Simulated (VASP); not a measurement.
Given:

```xyz
2
Lattice="3.4272 0.0000 0.0000 -1.7136 2.9680 0.0000 0.0000 0.0000 5.5643" Properties=species:S:1:pos:R:3 pbc="T T T"
Te     0.1200     2.0287     1.3911
Te     1.7136     0.9893     4.1733
```

Computed with PBE GGA, VASP's PBE PAW potentials (set 64) (plane waves; VASP 6.6.1). Settings: 400 eV cut-off, 7×7×4 Γ-centred mesh, Gaussian smearing of 0.050 eV, potentials Te.

Q: The ions are relaxed. Which structure does the run end with?

A: 
```xyz
2
Lattice="3.4272 0.0000 0.0000 -1.7136 2.9680 0.0000 0.0000 0.0000 5.5643" Properties=species:S:1:pos:R:3 pbc="T T T"
Te     0.5809     2.0969     1.3911
Te     1.2526     0.9211     4.1733
```
Space group Cmcm (63), at a tolerance of 0.03 Å.

Q: How much energy does the relaxation gain?

A: The energy (σ→0) changes by -40.0 meV/atom, in 15 ionic steps.

The structure was generated: Te was put into the hcp type (P6_3/mmc), which need not be its known phase. In the starting cell atoms are displaced from their ideal sites. This run relaxes the ions in a fixed cell. It ends in space group Cmcm. Symmetry was kept, so distortions that lower it aren't found. The k-mesh is coarse (spacing up to 0.30 per Å, 2π included), so the numbers may not be converged in it.
